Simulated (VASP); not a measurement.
Method: PBE GGA, VASP's PBE PAW potentials (set 64) (plane waves; VASP 6.6.1).

The input files of a VASP run:

File POSCAR:
```
CdF2
1.0
  0.0000000000   2.7463675876   2.7463675876
  2.7463675876   0.0000000000   2.7463675876
  2.7463675876   2.7463675876   0.0000000000
Cd F
1 2
Cartesian
  2.7463675876   0.0000000000   2.7463675876
  1.3731837938   1.3731837938   1.3731837938
  4.1195513814   4.1195513814   4.1195513814
```

### INCAR
```
# general
SYSTEM    =  CdF2
PREC      =  Accurate
ENCUT     =  520
LREAL     =  F
LASPH     =  T

# electronic loop
EDIFF     =  1E-8
NELM      =  100
ALGO      =  Normal
LMAXMIX   =  4

# smearing
ISMEAR    =  0
SIGMA     =  0.01

# functional
GGA       =  PE

# ions
IBRION    =  8
NSW       =  1

# output
LWAVE     =  F
LCHARG    =  F

# other
LEPSILON  =  T
```

**KPOINTS**
```
Automatic mesh
0
Gamma
7 7 7
0 0 0
```

POTCAR, in this order: Cd F (PBE.64 set). Program: vasp_std.

The run wrote:

### OSZICAR
```
...
 Linear response to external field (no local field effect), progress :
  Direction:   2
       N       E                     dE             d eps       ncg     rms          rms(c)
RMM:   1    -0.213323024533E+00   -0.21332E+00   -0.70018E-01  1263   0.285E+00
RMM:   2    -0.221862460557E+00   -0.85394E-02   -0.41037E-03  1044   0.455E-01
RMM:   3    -0.221897040326E+00   -0.34580E-04   -0.39989E-05  1115   0.376E-02
RMM:   4    -0.221897566839E+00   -0.52651E-06   -0.42409E-07  1119   0.349E-03
RMM:   5    -0.221897570984E+00   -0.41447E-08   -0.76473E-09   971   0.366E-04
 Linear response to external field (no local field effect), progress :
  Direction:   3
       N       E                     dE             d eps       ncg     rms          rms(c)
RMM:   1    -0.176761624244E+00   -0.17676E+00   -0.52102E-01  1219   0.264E+00
RMM:   2    -0.183511321352E+00   -0.67497E-02   -0.44356E-03  1036   0.462E-01
RMM:   3    -0.183561767832E+00   -0.50446E-04   -0.43000E-05  1100   0.389E-02
RMM:   4    -0.183562420379E+00   -0.65255E-06   -0.56129E-07  1081   0.342E-03
RMM:   5    -0.183562429106E+00   -0.87270E-08   -0.10754E-08   877   0.372E-04
 Linear response to external field, progress :
  Direction:   1
       N       E                     dE             d eps       ncg     rms          rms(c)
RMM:   1    -0.206703797528E+00   -0.20670E+00   -0.67016E-01  2452   0.279E+00
RMM:   2    -0.214858947967E+00   -0.81552E-02   -0.44466E-03  2085   0.466E-01    0.700E-01
RMM:   3    -0.211993216031E+00    0.28657E-02   -0.23122E-03  1941   0.415E-01    0.401E-01
RMM:   4    -0.219715555045E+00   -0.77223E-02   -0.39586E-03  1979   0.563E-01    0.529E-02
RMM:   5    -0.221433167596E+00   -0.17176E-02   -0.13132E-04  2057   0.108E-01    0.913E-03
RMM:   6    -0.221488524599E+00   -0.55357E-04   -0.20393E-06  2143   0.121E-02    0.383E-03
RMM:   7    -0.221598710316E+00   -0.11019E-03   -0.10554E-06  2029   0.781E-03    0.510E-04
RMM:   8    -0.221603519297E+00   -0.48090E-05   -0.19899E-08  2085   0.139E-03    0.303E-04
RMM:   9    -0.221601067087E+00    0.24522E-05   -0.13167E-08  1969   0.606E-04    0.365E-05
RMM:  10    -0.221600392905E+00    0.67418E-06    0.49079E-10  1481   0.114E-04    0.241E-05
RMM:  11    -0.221600267700E+00    0.12521E-06   -0.55712E-10   994   0.642E-05    0.553E-06
 Linear response to external field, progress :
  Direction:   2
       N       E                     dE             d eps       ncg     rms          rms(c)
RMM:   1    -0.206494993023E+00   -0.20649E+00   -0.66807E-01  2466   0.280E+00
RMM:   2    -0.214860373298E+00   -0.83654E-02   -0.44952E-03  2078   0.470E-01    0.700E-01
RMM:   3    -0.211993882854E+00    0.28665E-02   -0.23105E-03  1946   0.416E-01    0.401E-01
RMM:   4    -0.219715472755E+00   -0.77216E-02   -0.39524E-03  1982   0.563E-01    0.529E-02
RMM:   5    -0.221430771125E+00   -0.17153E-02   -0.13112E-04  2062   0.108E-01    0.913E-03
RMM:   6    -0.221489696614E+00   -0.58925E-04   -0.20071E-06  2133   0.121E-02    0.382E-03
RMM:   7    -0.221598551522E+00   -0.10885E-03   -0.10657E-06  2033   0.778E-03    0.508E-04
RMM:   8    -0.221603476756E+00   -0.49252E-05   -0.13120E-08  2097   0.135E-03    0.296E-04
RMM:   9    -0.221601230312E+00    0.22464E-05   -0.14938E-08  1988   0.607E-04    0.375E-05
RMM:  10    -0.221600499267E+00    0.73104E-06    0.21842E-09  1494   0.119E-04    0.261E-05
RMM:  11    -0.221600326211E+00    0.17306E-06    0.24170E-10  1054   0.675E-05    0.565E-06
 Linear response to external field, progress :
  Direction:   3
       N       E                     dE             d eps       ncg     rms          rms(c)
RMM:   1    -0.206761892981E+00   -0.20676E+00   -0.67074E-01  2469   0.280E+00
RMM:   2    -0.214862027638E+00   -0.81001E-02   -0.44538E-03  2077   0.470E-01    0.700E-01
RMM:   3    -0.211993914458E+00    0.28681E-02   -0.23098E-03  1942   0.416E-01    0.401E-01
RMM:   4    -0.219715524620E+00   -0.77216E-02   -0.39527E-03  1982   0.563E-01    0.529E-02
RMM:   5    -0.221430421069E+00   -0.17149E-02   -0.13112E-04  2062   0.108E-01    0.913E-03
RMM:   6    -0.221489842286E+00   -0.59421E-04   -0.20076E-06  2137   0.122E-02    0.382E-03
RMM:   7    -0.221598554921E+00   -0.10871E-03   -0.10645E-06  2036   0.777E-03    0.509E-04
RMM:   8    -0.221603470663E+00   -0.49157E-05   -0.13224E-08  2095   0.135E-03    0.296E-04
RMM:   9    -0.221601223651E+00    0.22470E-05   -0.15153E-08  1990   0.607E-04    0.375E-05
RMM:  10    -0.221600497847E+00    0.72580E-06    0.16176E-09  1496   0.118E-04    0.261E-05
RMM:  11    -0.221600323490E+00    0.17436E-06    0.25801E-10  1057   0.676E-05    0.565E-06
 Linear response DOF=           2
 Linear response progress:
  Degree of freedom:   1/  2
       N       E                     dE             d eps       ncg     rms          rms(c)
RMM:   1    -0.438436474532E+00   -0.43844E+00   -0.24180E-01  2241   0.351E+00
RMM:   2    -0.436447929457E+00    0.19885E-02   -0.51480E-03  2124   0.547E-01    0.136E-01
RMM:   3    -0.435358874058E+00    0.10891E-02   -0.32211E-04  2170   0.126E-01    0.670E-02
RMM:   4    -0.434455320423E+00    0.90355E-03   -0.15496E-04  2124   0.949E-02    0.175E-02
RMM:   5    -0.434229985291E+00    0.22534E-03   -0.61549E-06  1909   0.239E-02    0.464E-03
RMM:   6    -0.434250974804E+00   -0.20990E-04   -0.96203E-07  2132   0.721E-03    0.133E-03
RMM:   7    -0.434253253301E+00   -0.22785E-05   -0.49364E-08  2132   0.170E-03    0.411E-04
RMM:   8    -0.434251087130E+00    0.21662E-05   -0.50109E-09  2191   0.539E-04    0.656E-05
RMM:   9    -0.434251014918E+00    0.72212E-07   -0.64991E-10  2157   0.151E-04    0.980E-06
RMM:  10    -0.434250985159E+00    0.29759E-07   -0.24909E-10  2219   0.257E-05    0.523E-06
RMM:  11    -0.434251009705E+00   -0.24546E-07   -0.45120E-10  1984   0.109E-05    0.242E-06
RMM:  12    -0.434251026431E+00   -0.16726E-07   -0.84383E-10  1627   0.530E-06    0.391E-07
RMM:  13    -0.434251027623E+00   -0.11928E-08   -0.34450E-10  1011   0.385E-06    0.541E-08
 Linear response progress:
  Degree of freedom:   2/  2
       N       E                     dE             d eps       ncg     rms          rms(c)
RMM:   1    -0.535237344630E+00   -0.53524E+00    0.69056E-01  4156   0.523E+00
RMM:   2    -0.533629010895E+00    0.16083E-02   -0.50497E-03  3276   0.664E-01    0.120E-01
RMM:   3    -0.534882720201E+00   -0.12537E-02   -0.26790E-04  2945   0.137E-01    0.681E-02
RMM:   4    -0.536450770963E+00   -0.15681E-02   -0.19308E-04  2987   0.106E-01    0.117E-02
RMM:   5    -0.536473717508E+00   -0.22947E-04   -0.55571E-06  3393   0.192E-02    0.237E-03
RMM:   6    -0.536432970928E+00    0.40747E-04   -0.13393E-07  3078   0.313E-03    0.862E-04
RMM:   7    -0.536433204222E+00   -0.23329E-06   -0.26113E-08  3475   0.116E-03    0.981E-05
RMM:   8    -0.536433679714E+00   -0.47549E-06   -0.25685E-09  3389   0.200E-04    0.454E-05
RMM:   9    -0.536432924257E+00    0.75546E-06    0.45767E-10  3512   0.871E-05    0.110E-05
RMM:  10    -0.536432730050E+00    0.19421E-06   -0.19595E-10  3173   0.257E-05    0.553E-06
RMM:  11    -0.536432732730E+00   -0.26806E-08   -0.31637E-10  3456   0.180E-05    0.115E-06
 Linear response finished
```

OUTCAR:
```
------------------------ aborting loop because EDIFF is reached ----------------------------------------

 HEAD OF MICROSCOPIC STATIC DIELECTRIC TENSOR (INDEPENDENT PARTICLE, excluding Hartree and local field effects)
 ------------------------------------------------------
           2.877314     0.000000    -0.000000
           0.000000     2.877314     0.000000
           0.000000     0.000000     2.877314
 ------------------------------------------------------

 MACROSCOPIC STATIC DIELECTRIC TENSOR (including local field effects in DFT)
 ------------------------------------------------------
           2.818575     0.000000     0.000000
          -0.000000     2.818575     0.000000
          -0.000000    -0.000000     2.818575
 ------------------------------------------------------

 PIEZOELECTRIC TENSOR (including local field effects)  for field in x, y, z        (e  Angst)
          XX          YY          ZZ          XY          YZ          ZX
  --------------------------------------------------------------------------------
  x     0.00000     0.00000     0.00000     0.00000     0.00000     0.00000
  y     0.00000     0.00000     0.00000     0.00000     0.00000     0.00000
  z     0.00000     0.00000     0.00000     0.00000     0.00000     0.00000

 PIEZOELECTRIC TENSOR (including local field effects)  for field in x, y, z        (C/m^2)
          XX          YY          ZZ          XY          YZ          ZX
  --------------------------------------------------------------------------------
  x     0.00000     0.00000     0.00000     0.00000     0.00000     0.00000
  y     0.00000     0.00000     0.00000     0.00000     0.00000     0.00000
  z     0.00000     0.00000     0.00000     0.00000     0.00000     0.00000

 BORN EFFECTIVE CHARGES (including local field effects) (in |e|, cummulative output)
 ---------------------------------------------------------------------------------
 ion    1
    1     2.45384     0.00000     0.00000
    2     0.00000     2.45384     0.00000
    3     0.00000     0.00000     2.45384
 ion    2
    1    -1.22692     0.00000     0.00000
    2     0.00000    -1.22692     0.00000
    3     0.00000     0.00000    -1.22692
 ion    3
    1    -1.22692     0.00000     0.00000
    2     0.00000    -1.22692     0.00000
    3     0.00000     0.00000    -1.22692

   1 f  =    8.592772 THz    53.989980 2PiTHz  286.624028 cm-1    35.536834 meV
             X         Y         Z           dx          dy          dz
      0.000000  0.000000  0.000000    -0.000000    0.000000   -0.000000
      1.373184  1.373184  1.373184    -0.657986    0.258949    0.000159
      4.119551  4.119551  4.119551     0.657986   -0.258949   -0.000159

   2 f  =    8.592772 THz    53.989980 2PiTHz  286.624028 cm-1    35.536834 meV
             X         Y         Z           dx          dy          dz
      0.000000  0.000000  0.000000     0.000000    0.000000   -0.000000
      1.373184  1.373184  1.373184    -0.258696   -0.657361    0.030879
      4.119551  4.119551  4.119551     0.258696    0.657361   -0.030879

   3 f  =    8.592772 THz    53.989980 2PiTHz  286.624028 cm-1    35.536834 meV
             X         Y         Z           dx          dy          dz
      0.000000  0.000000  0.000000     0.000000   -0.000000    0.000000
      1.373184  1.373184  1.373184     0.011456    0.028675    0.706432
      4.119551  4.119551  4.119551    -0.011456   -0.028675   -0.706432

   4 f  =    6.012927 THz    37.780337 2PiTHz  200.569669 cm-1    24.867458 meV
             X         Y         Z           dx          dy          dz
      0.000000  0.000000  0.000000     0.038885   -0.502427   -0.015291
      1.373184  1.373184  1.373184    -0.047099    0.608563    0.018521
      4.119551  4.119551  4.119551    -0.047099    0.608563    0.018521

   5 f  =    6.012927 THz    37.780337 2PiTHz  200.569669 cm-1    24.867458 meV
             X         Y         Z           dx          dy          dz
      0.000000  0.000000  0.000000    -0.500369   -0.040152    0.046877
      1.373184  1.373184  1.373184     0.606070    0.048634   -0.056780
      4.119551  4.119551  4.119551     0.606070    0.048634   -0.056780

   6 f  =    6.012927 THz    37.780337 2PiTHz  200.569669 cm-1    24.867458 meV
             X         Y         Z           dx          dy          dz
      0.000000  0.000000  0.000000    -0.047934    0.011560   -0.501745
      1.373184  1.373184  1.373184     0.058060   -0.014002    0.607736
      4.119551  4.119551  4.119551     0.058060   -0.014002    0.607736

   7 f/i=    0.010767 THz     0.067653 2PiTHz    0.359160 cm-1     0.044530 meV
             X         Y         Z           dx          dy          dz
      0.000000  0.000000  0.000000     0.248440   -0.799087    0.213443
      1.373184  1.373184  1.373184     0.102556   -0.329862    0.088109
      4.119551  4.119551  4.119551     0.102556   -0.329862    0.088109

   8 f/i=    0.010767 THz     0.067653 2PiTHz    0.359160 cm-1     0.044530 meV
             X         Y         Z           dx          dy          dz
      0.000000  0.000000  0.000000    -0.061853    0.204291    0.836816
      1.373184  1.373184  1.373184    -0.025533    0.084331    0.345436
      4.119551  4.119551  4.119551    -0.025533    0.084331    0.345436

   9 f/i=    0.010767 THz     0.067653 2PiTHz    0.359160 cm-1     0.044530 meV
             X         Y         Z           dx          dy          dz
      0.000000  0.000000  0.000000     0.824786    0.256020   -0.001538
      1.373184  1.373184  1.373184     0.340470    0.105684   -0.000635
      4.119551  4.119551  4.119551     0.340470    0.105684   -0.000635

 MACROSCOPIC STATIC DIELECTRIC TENSOR IONIC CONTRIBUTION
 ------------------------------------------------------
           6.239116     0.000000     0.000000
           0.000000     6.239116     0.000000
           0.000000     0.000000     6.239116
 ------------------------------------------------------

 ELASTIC MODULI CONTR FROM IONIC RELAXATION (kBar)
 Direction    XX          YY          ZZ          XY          YZ          ZX
 --------------------------------------------------------------------------------
 XX          -0.0000     -0.0000     -0.0000      0.0000      0.0000      0.0000
...
```
(Selected blocks of OUTCAR.)

The compound is CdF2 in the fluorite structure. It was relaxed first, which changed the volume by +6 %.
